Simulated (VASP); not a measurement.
Output of a VASP run:

File OSZICAR:
```
       N       E                     dE             d eps       ncg     rms          rms(c)
DAV:   1    -0.385267425904E+02   -0.38527E+02   -0.26950E-04   448   0.218E-01    0.107E-03
DAV:   2    -0.385267425407E+02    0.49670E-07   -0.15940E-07   368   0.371E-03    0.536E-04
DAV:   3    -0.385267425165E+02    0.24258E-07   -0.48095E-08   376   0.204E-03    0.284E-04
DAV:   4    -0.385267425212E+02   -0.47401E-08   -0.74629E-09   324   0.817E-04
   1 F= -.38526743E+02 E0= -.38526743E+02  d E =-.499666E-17
```

OUTCAR:
```
------------------------ aborting loop because EDIFF is reached ----------------------------------------
  FORCE on cell =-STRESS in cart. coord.  units (eV):
  Direction    XX          YY          ZZ          XY          YZ          ZX
  --------------------------------------------------------------------------------------
  Total       -0.0341018     -0.0341018     -0.0382052      0.0000000     -0.0000000      0.0000000
  in kB       -0.5441587     -0.5441589     -0.6096365      0.0000000     -0.0000000      0.0000000
  external PRESSURE =      -0.5659847 kB  Pullay stress =       0.0000000 kB
  volume of cell :      100.41
      direct lattice vectors                 reciprocal lattice vectors
     2.490215710  0.000000000  0.000000000     0.401571637  0.231847452  0.000000000
    -1.245107855  2.156590447  0.000000000     0.000000000  0.463694904  0.000000000
     0.000000000  0.000000000 18.696398901     0.000000000  0.000000000  0.053486236
  FREE ENERGIE OF THE ION-ELECTRON SYSTEM (eV)
  ---------------------------------------------------
  free  energy   TOTEN  =       -38.5267425212 eV

  energy  without entropy=      -38.5267425212  energy(sigma->0) =      -38.52674252

 total charge

# of ion       s       p       d       tot
------------------------------------------
    1        0.748   1.461   0.000   2.208
    2        0.748   1.461   0.000   2.208
    3        1.217   2.781   0.000   3.998
    4        1.217   2.781   0.000   3.998
--------------------------------------------------
tot          3.930   8.483   0.000  12.413
```
(Selected blocks of OUTCAR.)

File POSCAR:
```
BN bilayer
1
    2.4902157100     0.0000000000    -0.0000000000
   -1.2451078550     2.1565904474    -0.0000000000
   -0.0000000000    -0.0000000000    18.6963989013
B N
2 2
Direct
  0.6666670000   0.3333330000   0.4139494414
  0.3333330000   0.6666670000   0.5860505586
  0.3333330000   0.6666670000   0.4137568112
  0.6666670000   0.3333330000   0.5862431888
```

**Question.** Reconstruct the remaining input files.

**Answer.** One answer among several that fit: the input of the run itself, LDA (Ceperley-Alder, Perdew-Zunger), plane waves, VASP's LDA PAW potentials (set 64).

File KPOINTS:
```
Regular mesh
0
gamma
12 12 1
0 0 0
```

### INCAR
```
EDIFF=1E-6
NELMIN=4
SYSTEM=BN bilayer
ALGO=Normal
ENCUT=500   # plane-wave cut-off (eV)
LREAL=.FALSE.   # projection in real space or not
LVHAR=.TRUE.
SIGMA=0.05   # width (eV)
LASPH=.TRUE.
LCHARG=.FALSE.
PREC=Normal
NELM=100   # most electronic steps
ISMEAR=0
LWAVE=.FALSE.
LORBIT=11
```

POTCAR, in this order: B N (LDA.64 set). Program: vasp_std. Read from the step before: WAVECAR.

The cell is a sheet with vacuum, built from BN (hex).
